# Correcting the PBE levels of boron arsenide by hand

In boron arsenide, a level from a PBE calculation can be turned into an estimate of the G0W0 level with two small operations. Stretch its distance from the top of the filled levels by 5 per cent, and if the level is empty, add 0.5 eV. This gives the filled levels of the table to about 0.01 eV and the empty ones to about 0.13 eV or better. The first operation describes a gradual widening of the bands, the second a jump between filled and empty levels. Both come from the way G0W0 treats exchange and screening.

G0W0 levels of boron arsenide (BAs, F-43m), computed in one step from PBE with VASP 6.6.1, the As_GW and B_GW PAW potentials and no spin–orbit coupling. The k mesh is 5×5×5, the plane-wave cutoff 450 eV and the screening cutoff 100 eV, with 65 bands and 64 frequency points. Each column of levels counts from its own highest filled level.

| row | state k a (reciprocal cell vector) | state k b (reciprocal cell vector) | state k c (reciprocal cell vector) | state band | state start level (eV) | state corrected level (eV) |
| --- | --- | --- | --- | --- | --- | --- |
| 1 | 0.000 | 0.000 | 0.000 | top filled | 0.000 | 0.000 |
| 2 | 0.000 | 0.000 | 0.000 | first empty | 3.270 | 4.022 |
| 3 | 0.200 | 0.000 | 0.000 | top filled | -0.878 | -0.911 |
| 4 | 0.200 | 0.000 | 0.000 | first empty | 3.196 | 3.988 |
| 5 | 0.400 | 0.000 | 0.000 | top filled | -1.712 | -1.796 |
| 6 | 0.400 | 0.000 | 0.000 | first empty | 2.740 | 3.499 |
| 7 | 0.200 | 0.200 | 0.000 | top filled | -2.135 | -2.240 |
| 8 | 0.200 | 0.200 | 0.000 | first empty | 1.984 | 2.595 |
| 9 | 0.400 | 0.200 | 0.000 | top filled | -2.879 | -3.026 |
| 10 | 0.400 | 0.200 | 0.000 | first empty | 2.594 | 3.183 |
| 11 | -0.400 | 0.200 | 0.000 | top filled | -2.510 | -2.639 |
| 12 | -0.400 | 0.200 | 0.000 | first empty | 3.066 | 3.685 |
| 13 | -0.200 | 0.200 | 0.000 | top filled | -1.295 | -1.353 |
| 14 | -0.200 | 0.200 | 0.000 | first empty | 3.921 | 4.724 |
| 15 | 0.400 | 0.400 | 0.000 | top filled | -3.858 | -4.051 |
| 16 | 0.400 | 0.400 | 0.000 | first empty | 1.168 | 1.645 |
| 17 | -0.400 | 0.400 | 0.000 | top filled | -3.700 | -3.887 |
| 18 | -0.400 | 0.400 | 0.000 | first empty | 1.818 | 2.302 |
| 19 | -0.400 | 0.400 | 0.200 | top filled | -4.167 | -4.382 |
| 20 | -0.400 | 0.400 | 0.200 | first empty | 4.408 | 5.073 |

## What is being corrected

PBE moves every electron in one common potential, whose exchange–correlation part is built from the electron density and its gradient. The levels in that potential are only a rough guide to the energies for taking an electron out of the crystal or putting one in. The G0W0 method starts from the PBE levels and orbitals and corrects each level once. It replaces the exchange–correlation part of the common potential by a self-energy, which contains exchange and the response of the other electrons to the one that is added or removed.

In the table, "state start level" is the PBE energy and "state corrected level" the G0W0 energy. Each column counts from its own highest filled level, so row 1 is zero in both by construction. The rule therefore deals with energy differences inside the crystal, such as gaps and band widths. It says nothing about where the levels lie relative to vacuum.

Two patterns stand out. Filled levels move down, and the deeper they start, the further they move. Empty levels all move up, by roughly 0.5 to 0.8 eV, even those that start close to the gap. A correction that grows gradually on one side and begins with a sizeable amount on the other has a step at the gap.

## Where the step comes from

The step follows from exchange, the part of the electron–electron interaction that exists because electrons of equal spin avoid each other. In the self-energy, exchange is a sum over the filled orbitals. A filled state shares its region of space and its shape with many members of that sum, above all with its neighbours in the same band, and is strongly lowered. An empty state overlaps with them less favourably and gains less.

The PBE potential can't make this distinction, since it is the same function of position for both kinds of state. Going over to the self-energy thus pushes filled and empty states apart. That is how theory accounts for PBE gaps that are too small; the table shows the step, but not the exchange terms themselves.

The size of the step depends on screening. When an electron is added, the others move aside and weaken its interaction with everything else, exchange included. A crystal whose electrons respond easily has weak screened exchange and a small step. One with tightly bound electrons and a wide gap usually screens less, and its step is larger.

## Where the stretch comes from

Exchange also acts unevenly within a band. Deep states tend to have smooth orbitals that overlap well with the rest of the filled ones, so exchange lowers them more than states near the top. Taken alone, this would widen the bands strongly. The response of the other electrons takes most of the widening back.

Theory thus leads one to expect two large effects of opposite sign, but the argument alone doesn't fix what remains. The table shows only the net result: for the highest filled band of boron arsenide, a widening of about 5 per cent.

## The rule in one line

Suppose that the correction changes in proportion to energy on each side of the gap, with the same slope on both sides and a step between them. Once the highest filled level is set to zero, the common shift drops out and two constants remain:

$$E' = (1+s)\,E + J\,n$$

Here $E$ is the PBE level and $E'$ the estimated G0W0 level, both counted from the highest filled level. The number $n$ is 0 for a filled state and 1 for an empty one, $s$ is the stretch and $J$ the step.

The stretch was found from the nine filled levels below the top, by a least-squares line through zero; its slope is 1.05. It was then applied unchanged to the ten empty levels, and the average rise that remained gave the step, 0.51 eV. For use by hand, 0.5 eV is precise enough.

## A filled level: row 19

Row 19 is the deepest level in the table, at −4.167 eV in PBE. It is filled, so only the stretch applies:

$$1.05 \times (-4.167\ \text{eV}) = -4.375\ \text{eV}$$

The G0W0 value is −4.382 eV, less than 0.01 eV away. This row was among the nine that set the stretch, so the agreement shows how well one factor describes the band rather than how well it would predict a new one. Still, the fit has a single constant for nine levels, and the other eight are met about as closely.

## An empty level: row 16

Row 16 is the lowest empty level on the mesh of computed points. Since the highest filled level is the zero, its energy is also the band gap on that mesh. PBE puts it at 1.168 eV, and now both operations are needed:

$$1.05 \times 1.168\ \text{eV} + 0.5\ \text{eV} = 1.726\ \text{eV}$$

G0W0 gives 1.645 eV. The estimate is 0.08 eV too high, or 5 per cent of the G0W0 gap, whereas the uncorrected PBE gap is too low by 0.48 eV. Row 16 was one of the ten levels whose average set the step.

The two parts of the estimate are very unequal. The stretch adds only about 0.06 eV to the gap, while the step adds 0.5 eV. For a gap of this size the step is nearly the whole correction; for the width of a filled band it plays no part.

## How far to trust the answer

Over all ten empty levels the typical (root-mean-square) error of the rule is 0.09 eV relative to G0W0. Leaving the PBE levels as they are gives 0.66 eV. The rule thus removes most of the error, but an estimated gap deserves one decimal place, not two.

Is the stretch worth keeping for the empty levels? A fair test leaves out each empty level in turn, sets the constants for the empty side from the other nine and predicts the one left out. The rule then errs by 0.095 eV, a rigid step without stretch by 0.126 eV, and a straight line with its own slope by 0.103 eV. With ten levels these differences are modest, so the shared stretch is a sensible economy and not a law.

## Where the rule breaks

The weak point is the spacing between two empty levels. Take row 6 and row 10, which lie only 0.146 eV apart in PBE. In the rule both receive the same step, which cancels in the difference, and the stretch makes the spacing 0.153 eV. G0W0 makes it 0.316 eV, about twice as much.

These two levels start at nearly the same energy and yet need clearly different corrections. A better choice of $s$ and $J$ can't mend this without spoiling the other levels, because the rule knows a state only by its energy and by whether it is filled. The true correction also depends on the shape of the orbital on which the self-energy acts. My guess is that the empty band changes its orbital character from one part of reciprocal space to another, while the highest filled band keeps a more uniform one. That would explain why one factor suits the filled levels so well, but the orbitals would have to be examined to test it.

In practice, energy differences fall into three kinds. Between two filled levels of this band, use the stretch alone and expect an error of about 0.01 eV. Between a filled and an empty level, use the stretch and the step and expect about 0.1 eV. Between two empty levels, don't use the rule to decide a spacing of a few tenths of an eV.

## The range of the two constants

The constants describe the highest filled and the lowest empty band, within a little over 4 eV of the top of the filled levels. The lower filled bands are not in the table, and the lowest of them has much more s character, so the 5 per cent should not be carried down to them untested.

For another semiconductor, the form of the rule is the part to try: a step whose size depends on the screening, and a mild stretch. The values of both constants belong to boron arsenide and have to be set anew. A new step should be averaged over several empty levels, as this table shows. Had it been set from row 18 alone, it would have been about 0.4 eV; from row 4 alone, about 0.6 eV.

The rule also inherits the limits of the calculation that it imitates. The number of empty bands, the cutoff of the screening and the mesh were not converged. Better settings could change the step and the stretch, and also the differences between empty levels, such as the one between rows 6 and 10. The true lowest empty level may lie between mesh points, which affects the gap directly. Spin–orbit coupling and lattice vibrations, both left out, would be expected to lower the gap a little. The error of 0.1 eV is thus the distance to this G0W0 result, and the distance to a measured gap can be larger.
